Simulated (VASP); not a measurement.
Runs of VASP 6.6.1 on Sn. The structure is tetragonal, space group I4_1/amd (No. 141). The conventional cell has a = 5.839 Å, b = 5.839 Å, c = 3.188 Å, α = 90.00°, β = 90.00°, γ = 90.00°. Around Sn (site symmetry -4m2) lie 6 Sn at 3.03 to 3.19 Å. 

| level | potentials or basis | k mesh | cutoff (eV) | mesh quality | gap on the mesh (eV) | pressure (GPa) |
| --- | --- | --- | --- | --- | --- | --- |
| LDA | VASP PAW LDA potentials, release 64 (Sn_d) | 12 × 12 × 12 | 520 | not flagged | none | (a) |
| PBEsol | VASP PAW PBE potentials, release 64 (Sn_d) | 4 × 4 × 4 | 520 | coarse | none | -0.8 |
| LDA | VASP PAW LDA potentials, release 64 (Sn_d) | 4 × 4 × 4 | 300 | coarse | none | -2.6 |
| PBEsol | VASP PAW PBE potentials, release 64 (Sn_d) | 12 × 12 × 12 | 300 | not flagged | none | (b) |
| PBEsol | VASP PAW PBE potentials, release 64 (Sn_d) | 12 × 12 × 12 | 520 | not flagged | none | -0.7 |

Alike in all rows: task electric field gradients; no spin polarisation; cell as given; smearing fermi-dirac 0.05 eV.

Q: Estimate the missing entries.

A: (a) -2.1; (b) -1.1.

Caveats: some runs use coarse meshes; the PAW data sets were made with another functional, which shifts forces and pressure a little (some runs).

A k mesh can miss the band edges, and the runs leave out spin-orbit coupling on Sn.

A gap of «none» marks a metal or a gap under the smearing width.
